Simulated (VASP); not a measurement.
# Dielectric function of KMgF3

Wanted: where KMgF3 absorbs light, and how strongly it screens. The cell has space group Pm-3m. The start is a cell from a database of measured crystal structures.

Method: PBE; plane waves and PAW (K_sv, Mg, F), in VASP 6.6.1.

This is a report of a sequence of runs, with most program output left out.

## 1. The starting structure

Symmetry: Pm-3m, No. 221, cubic system. The conventional cell has a = 3.986 Å, b = 3.986 Å, c = 3.986 Å, α = 90.00°, β = 90.00°, γ = 90.00°. Nearest to K lie 12 F at 2.82 Å. Mg has 6 F at 1.99 Å nearest. Nearest to F lie 2 Mg at 1.99 Å and 4 K at 2.82 Å. Farther neighbours and most contacts between anions are not listed.

Coordinates:

```
K Mg F
1.0
     3.98590    0.00000    0.00000
     0.00000    3.98590    0.00000
     0.00000    0.00000    3.98590
K Mg F
1 1 3
Direct
  0.50000 0.50000 0.50000
  0.00000 0.00000 0.00000
  0.00000 0.00000 0.50000
  0.00000 0.50000 0.00000
  0.50000 0.00000 0.00000
```

## 2. Ground state

The ground state comes first.

The input, INCAR:

```
SYSTEM = KMgF3
PREC = Accurate
ENCUT = 520
EDIFF = 1E-07
NELM = 100
ISMEAR = 0
SIGMA = 0.05
LREAL = .FALSE.
ALGO = Normal
GGA = PE
NBANDS = 22
LORBIT = 11
LWAVE = .FALSE.
LCHARG = .FALSE.
KPAR = 4
```

The input, POSCAR:

```
KMgF3
1.0
    3.9859000000      0.0000000000      0.0000000000
    0.0000000000      3.9859000000      0.0000000000
    0.0000000000      0.0000000000      3.9859000000
K Mg F
1 1 3
Direct
    0.5000000000      0.5000000000      0.5000000000
    0.0000000000      0.0000000000      0.0000000000
    0.0000000000      0.0000000000      0.5000000000
    0.0000000000      0.5000000000      0.0000000000
    0.5000000000      0.0000000000      0.0000000000
```

The input, KPOINTS:

```
Automatic mesh
0
Gamma
6 6 6
0 0 0
```

Potentials, in the order of the species: K_sv, Mg and F (PBE family, release 64).

Launch:

```
$ mpirun -np 4 vasp_std
```

Wall time 30 s (4 MPI ranks of AMD EPYC 7R43, shared host); peak memory 0.61 GiB.

The gap is read on the k-mesh alone, so it is an upper bound where the band edges lie off the mesh.

Numbers from this step:

```yaml
free_energy_toten: -24.41 eV
fermi_energy: -1.332 eV
pressure: 3.354 GPa
gap_on_the_k_mesh: 7.303 eV
least_direct_gap_on_the_k_mesh: 7.627 eV
```

The cell has a gap of 7.30 eV on this mesh and a pressure of +3.4 GPa, which holds the misfit of the given cell and coordinates with this functional, and any error of cutoff, mesh and data sets.

## 3. Spectrum

LOPTICS sums the direct transitions; the mesh is finer and NBANDS larger than for the ground state.

Changes to INCAR since step 2:

```diff
@@ -10,4 +10,3 @@
 GGA = PE
-NBANDS = 22
-LORBIT = 11
+NBANDS = 44
 LWAVE = .FALSE.
@@ -15 +14,4 @@
 KPAR = 4
+LOPTICS = .TRUE.
+NEDOS = 2000
+CSHIFT = 0.15
```

POSCAR is that of step 2.

The input, KPOINTS:

```
Automatic mesh
0
Gamma
8 8 8
0 0 0
```

Launch:

```
$ mpirun -np 4 vasp_std
```

It took 73 s on 4 MPI ranks; peak memory 1 GiB.

These are independent-particle spectra without excitons or local fields, and fine structure depends on the mesh and on CSHIFT.

Numbers from this step:

```
Fermi energy                   : -1.379 eV
pressure                       : 3.364 GPa
least direct gap on the k-mesh : 7.628 eV
```

The imaginary dielectric function, xx has structure finer than the step of the table below, so its rows give means over 0.5 eV, whole bins alone (the curve runs from 0 to 25.0 eV). Peaks (eV: height): 11.50: 2.35, 16.32: 1.53, 20.03: 2.95, 21.82: 3.70, 23.48: 1.61.

Absorption under the direct gap is the tail of the CSHIFT broadening, and fine structure depends on the mesh. Table of imaginary dielectric function, xx by photon energy; means over each step:

```csv
photon energy (eV),"imaginary dielectric function, xx"
0.5,7.8e-4
1.0,0.00158
1.5,0.00242
2.0,0.00330
2.5,0.00427
3.0,0.00534
3.5,0.00658
4.0,0.00805
4.5,0.00982
5.0,0.0121
5.5,0.0150
6.0,0.0193
6.5,0.0261
7.0,0.0402
7.5,0.103
8.0,0.336
8.5,0.423
9.0,0.668
9.5,0.614
10.0,0.864
10.5,1.31
11.0,1.94
11.5,2.26
12.0,1.57
12.5,1.20
13.0,1.33
13.5,1.11
14.0,0.705
14.5,0.831
15.0,0.859
15.5,0.784
16.0,1.27
16.5,1.22
17.0,1.07
17.5,1.51
18.0,1.52
18.5,1.56
19.0,1.89
19.5,2.24
20.0,2.82
20.5,2.60
21.0,2.04
21.5,3.14
22.0,3.03
22.5,1.53
23.0,0.924
23.5,1.35
24.0,0.901
24.5,0.869
```

Real dielectric function, xx against photon energy:

photon energy (eV), real dielectric function, xx and a bar from the least value:
```
        0       2.07 #######################
        1       2.08 #######################
        2       2.09 #######################
        3       2.12 ########################
        4       2.17 ########################
        5       2.23 ########################
        6       2.33 #########################
        7       2.51 ##########################
        8       2.82 #############################
        9       2.84 #############################
       10       2.99 ##############################
       11       2.93 ##############################
       12       1.28 #################
       13       1.62 ####################
       14       1.54 ###################
       15       1.70 ####################
       16       2.26 #########################
       17       2.12 ########################
       18       1.77 #####################
       19       2.15 ########################
       20       1.58 ###################
       21       0.82 ##############
       22      -1.03 
       23      -0.23 ######
       24      -0.17 ######
```

## 4. Static response with local fields

Perturbation theory (LEPSILON) gives the dielectric tensor with local fields, and the Born charges.

The input, INCAR:

```
SYSTEM = KMgF3
PREC = Accurate
ENCUT = 520
EDIFF = 1E-08
NELM = 100
ISMEAR = 0
SIGMA = 0.01
LREAL = .FALSE.
ALGO = Normal
GGA = PE
NBANDS = 22
LWAVE = .FALSE.
LCHARG = .FALSE.
KPAR = 4
LEPSILON = .TRUE.
```

POSCAR is that of step 3.

KPOINTS is that of step 3.

Launch:

```
$ mpirun -np 4 vasp_std
```

The job ended after 12 min (4 MPI ranks; peak memory 1.6 GiB; 50 min of CPU time).

Energies printed during the response cycles are not total energies of the cell.

This step gave:

```yaml
fermi_energy: -1.559 eV
pressure: 3.363 GPa
```

Electronic dielectric tensor with local fields:

```
2.07 0.00 0.00
0.00 2.07 0.00
0.00 0.00 2.07
```

Born effective charge (e), principal values of the symmetric part by kind of site:

```csv
atom,atoms with these values,low,middle,high,mean
K1,1,1.18,1.18,1.18,1.18
Mg2,1,2.00,2.00,2.00,2.00
F3,3,-1.25,-0.97,-0.97,-1.06
```

In full for F3:

```
-0.97  0.00  0.00
 0.00 -0.97  0.00
 0.00  0.00 -1.25
```

The mean electronic (clamped-ion) dielectric constant is 2.07.

## 5. Outcome

```yaml
pbe_independent_particles: eps xx at zero frequency 2.07, centre of weight of eps2 xx, over the range kept, at 17.37 eV, mesh 8×8×8
pbe_with_local_fields: eps 2.07, 2.07, 2.07
```

In words: Local fields, and the bands above those summed, take the mean static value from 2.07 to 2.07. Excitons and quasiparticle shifts are absent, so the onset tends to lie too low and its shape can differ. The given cell is kept, although it stands at +3.4 GPa at PBE and ENCUT = 520 eV, which holds the mismatch of the given cell with this functional and any basis-set error.

[Lines on the potential files, build, host, timing and source positions are cut from VASP's logs without a mark.]

[Logs are printed without paths, hosts, clocks, repeated set-up lines and the standing remarks that a program may print on its own settings, such as how far it seeks lower states.]

[Hosts, paths, dates, database ids (printed as entryN), source tags and the programs' standing remarks are cut or masked in the printed files.]
